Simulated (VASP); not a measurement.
A cell of Re (hcp) near equilibrium:

```
CELL_PARAMETERS angstrom
      1.37845    -2.38755     0.00000
      1.37845     2.38755     0.00000
      0.00000     0.00000     4.46652
ATOMIC_POSITIONS crystal
  Re 0.33333 0.66667 0.25000
  Re 0.66667 0.33333 0.75000
```

The numbers are results of r2SCAN meta-GGA, VASP's PBE PAW potentials (set 64) (plane waves; VASP 6.6.1), not measurements.

```json
[
 {"run": "as it is", "ΔE (meV/atom)": "0.0", "σxx": "0.02", "σyy": "0.02", "σzz": "0.04", "largest shear component, with its sign (GPa)": "0.00", "largest force (eV/Å)": "0.000"},
 {"run": "after one change", "ΔE (meV/atom)": "37.8", "σxx": "21.41", "σyy": "21.41", "σzz": "10.48", "largest shear component, with its sign (GPa)": "0.00", "largest force (eV/Å)": "0.000"}
]
```
Stress is in GPa, positive when the cell is compressed.

Question: Name the change that produced these shifts.
(A) atom 2 (Re) moved by 0.025 Å along y
(B) uniaxial strain of +1.5 % along z
(C) uniaxial strain of -0.5 % along z
(D) biaxial strain of -2.0 % in the xy plane

Answer: D, biaxial strain of -2.0 % in the xy plane

The compound is Re in the hcp structure.
